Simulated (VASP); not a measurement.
A VASP calculation is set up with these files.

INCAR:
```
# general
SYSTEM    = Sr(CuSn)2
PREC      = Accurate
ENCUT     = 400   # plane-wave cut-off (eV)
LREAL     = .False.   # projection in real space or not
LASPH     = .True.

# electronic loop
EDIFF     = 1E-6   # SCF stop (eV)
NELM      = 100
ALGO      = Normal   # blocked Davidson
LMAXMIX   = 4   # l cut-off of mixed one-centre charges

# smearing
ISMEAR    = 1
SIGMA     = 0.1   # width (eV)

# functional
GGA       = PE

# DFT+U
LDAU      = .True.
LDAUTYPE  = 2
LDAUL     = -1 2 -1
LDAUU     = 0 1.0 0
LDAUJ     = 0 0 0
LDAUPRINT = 1

# ions
ISIF      = 2

# output
LWAVE     = .False.
LCHARG    = .False.
LORBIT    = 10
```

POSCAR:
```
Sr(CuSn)2
1
    5.6519700000    -2.1559550000     0.0000000000
    5.6519700000     2.1559550000     0.0000000000
   -1.4987260000     0.0000000000     4.5836500000
Sr Cu Sn
1 2 2
Direct
  0.0000000000   0.0000000000   0.0000000000
  0.2592300000   0.2592300000   0.8612100000
  0.7407700000   0.7407700000   0.1387900000
  0.6452200000   0.6452200000   0.5738300000
  0.3547800000   0.3547800000   0.4261700000
```

### KPOINTS
```
Automatic mesh
0
Gamma
7 7 6
0 0 0
```

POTCAR, in this order: Sr_sv Cu Sn_d (PBE.64 set). Program: vasp_std.

Task: Write an equivalent input for Quantum ESPRESSO's pw.x.

Result: One equivalent input (not run):
```
&CONTROL
  calculation = 'scf'
  pseudo_dir = './pseudo'
  outdir = './out'
  tprnfor = .true.
  tstress = .true.
/
&SYSTEM
  ibrav = 0
  nat = 5
  ntyp = 3
  ecutwfc = 92
  occupations = 'smearing'
  smearing = 'methfessel-paxton'
  degauss = 0.00735
  input_dft = 'pbe'
/
&ELECTRONS
  conv_thr = 7.3e-08
  electron_maxstep = 100
/
ATOMIC_SPECIES
  Sr 87.620 Sr.upf
  Cu 63.546 Cu.upf
  Sn 118.710 Sn.upf
CELL_PARAMETERS angstrom
     5.6519700   -2.1559550    0.0000000
     5.6519700    2.1559550    0.0000000
    -1.4987260    0.0000000    4.5836500
ATOMIC_POSITIONS crystal
  Sr   0.0000000  0.0000000  0.0000000
  Cu   0.2592300  0.2592300  0.8612100
  Cu   0.7407700  0.7407700  0.1387900
  Sn   0.6452200  0.6452200  0.5738300
  Sn   0.3547800  0.3547800  0.4261700
K_POINTS automatic
  7 7 6 0 0 0
HUBBARD {ortho-atomic}
U Cu-3d 1
```
The two are equivalent in intent, not identical: the potentials are each code's own (VASP's PAW set, PseudoDojo norm-conserving files in pw.x), so ENCUT and ecutwfc are chosen apart and not converted; conv_thr bounds pw.x's estimated SCF error, while EDIFF bounds the energy change between steps; the +U projectors differ (PAW spheres against orthogonalised atomic orbitals), so the same U acts differently.

The structure comes from a computed database's Cu2Sn2Sr entry (C2/m); how it stands against other phases isn't given here. The cell was not relaxed at this level. The run is one of a series of settings (LDAU = .TRUE., LDAUJ = 0 0 0, LDAUL = -1 2 -1, LDAUTYPE = 2, LDAUU = 0 1.0 0 against the base run), some of them coarse on purpose.
